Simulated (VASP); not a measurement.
Crystal: Si2W.

```
CELL_PARAMETERS angstrom
-1.60690 1.60690 3.91495
1.60690 -1.60690 3.91495
1.60690 1.60690 -3.91495
ATOMIC_POSITIONS crystal
Si 0.33470 0.33470 0.00000
Si 0.66530 0.66530 0.00000
W 0.00000 0.00000 0.00000
```

```yaml
Program: VASP 6.6.1
Task: relaxation of cell and atoms
Functional: PBE
Potentials_or_basis: VASP PAW PBE potentials, release 64 (Si, W_sv)
Cutoff: 520 eV
k_mesh: 4 × 4 × 4
Occupations: gaussian, width 0.1 eV
Spin: no spin polarisation
```

At the start: pressure 4.2 GPa; volume 13.48 Å³/atom.

Task: How do energy, volume and symmetry change on relaxing?

Result: Over 13 steps the energy falls by 4.1 meV/atom and the volume is 13.71 Å³/atom (+1.7 %); space group I4/mmm (No. 139, to 0.05 Å).

Step by step:
```
step  energy change (eV)  largest force (eV/Å)  pressure (GPa)  volume (Å³)
   1              0.0000                0.2782            4.16        40.44
   2              0.0209                0.1353           -7.00        42.52
   3             -0.0116                0.1117           -0.29        41.20
   4             -0.0116                0.1148           -0.20        41.18
   5             -0.0123                0.0192            0.05        41.11
   6             -0.0123                0.0054            0.08        41.10
   7             -0.0123                0.0050           -0.10        41.14
   8             -0.0123                0.0000           -0.01        41.12
   9             -0.0123                0.0003           -0.01        41.12
  10             -0.0123                0.0012           -0.03        41.13
  11             -0.0123                0.0006           -0.03        41.12
  12             -0.0123                0.0007            0.05        41.11
  13             -0.0123                0.0002            0.01        41.12
```

Final structure:
```
Si W
1.0
    -1.61411    1.61411    3.94554
     1.61411   -1.61411    3.94554
     1.61411    1.61411   -3.94554
Si W
2 1
Direct
  0.33330 0.33330 0.00000
  0.66670 0.66670 0.00000
  0.00000 0.00000 0.00000
```

Caveat: the k mesh is coarse (spacing up to 0.69 Å⁻¹), so the values aren't converged.
